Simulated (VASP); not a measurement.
Shape and ions are relaxed at each volume.

Consider the following.

```cif
data_O4Si2
_chemical_formula_sum 'Si2 O4'
_space_group_name_H-M_alt 'P 1'
_space_group_IT_number 1
_cell_length_a 4.26031
_cell_length_b 4.26031
_cell_length_c 2.69949
_cell_angle_alpha 90.000
_cell_angle_beta 90.000
_cell_angle_gamma 90.000
loop_
_space_group_symop_operation_xyz
  'x, y, z'
loop_
_atom_site_label
_atom_site_type_symbol
_atom_site_fract_x
_atom_site_fract_y
_atom_site_fract_z
_atom_site_occupancy
Si1 Si 0.00000 0.00000 0.00000 1
Si2 Si 0.50000 0.50000 0.50000 1
O1 O 0.30729 0.30729 0.00000 1
O2 O 0.80729 0.19271 0.50000 1
O3 O 0.19271 0.80729 0.50000 1
O4 O 0.69271 0.69271 0.00000 1
```

All values below come from revPBE GGA, VASP's PBE PAW potentials (set 64) (plane waves; VASP 6.6.1). Run with 520 eV cut-off, 5×5×8 Γ-centred mesh, Gaussian smearing of 0.050 eV, potentials Si O.

Q: Give the energy at these volumes per atom, relative to the lowest: 7.66, 7.91, 8.15, 8.40, 8.64 Å³.

A: 27.4, 6.7, 0.0, 4.6, 18.1 meV/atom. A third-order Birch-Murnaghan fit gives B0 = 242 GPa and B0′ = 6.3.

Measured: bulk modulus 310 GPa at 300 K (computed value off by -22.0 %), as given by arXiv:1001.2066. The calculation is for a static lattice, while the measured bulk modulus holds thermal and zero-point effects, which are part of the difference.

The compound is SiO2 in the rutile structure, stishovite, a high-pressure form. It was relaxed first, which changed the volume by +5 %.
